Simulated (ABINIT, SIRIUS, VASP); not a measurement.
## Si2N: programs and potentials compared

```
Si N
1.0
    -2.04556    2.04556    2.39837
     2.04556   -2.04556    2.39837
     2.04556    2.04556   -2.39837
Si N
2 1
Direct
  0.73377 0.23975 0.50100
  0.26059 0.75049 0.51497
  0.99132 0.99434 0.00662
```

The cell comes from a database or a generator and needn't be the stable form of this composition.

Atoms were shifted at random by some hundredths of an Å from the given cell, which wasn't relaxed again for these runs.

Alike in all runs: task single point; functional PBE; k mesh 9 × 9 × 9; occupations fermi-dirac, width 0.05 eV; no spin polarisation; no spin-orbit coupling. Pressure is positive in compression and, in plane waves, holds the error of the finite cutoff.

```tsv
program and potentials	plane-wave cutoff (eV)	notes	pressure (GPa)	largest force (eV/Å)
SIRIUS, PseudoDojo 0.4.1 PBE standard (scalar relativistic)	1152	-	0.57	0.547
VASP, PBE PAW files N, Si, 520 eV	520	-	0.38	0.538
ABINIT, JTH PAW PBE v2.0	707	-	0.30	0.536
```

Force on atom 1 (Si), eV/Å:

| program and potentials | x | y | z |
| --- | --- | --- | --- |
| SIRIUS, PseudoDojo 0.4.1 PBE standard (scalar relativistic) | -0.029 | -0.098 | 0.537 |
| VASP, PBE PAW files N, Si, 520 eV | -0.029 | -0.098 | 0.528 |
| ABINIT, JTH PAW PBE v2.0 | -0.031 | -0.098 | 0.526 |

The pressure spans 0.30 (ABINIT, JTH PAW PBE v2.0) to 0.57 GPa (SIRIUS, PseudoDojo 0.4.1 PBE standard (scalar relativistic)).

Differences between rows come from potentials, basis sets and numerical settings, since the functional is the same but for its coding. Runs on potential files found faulty are left out.
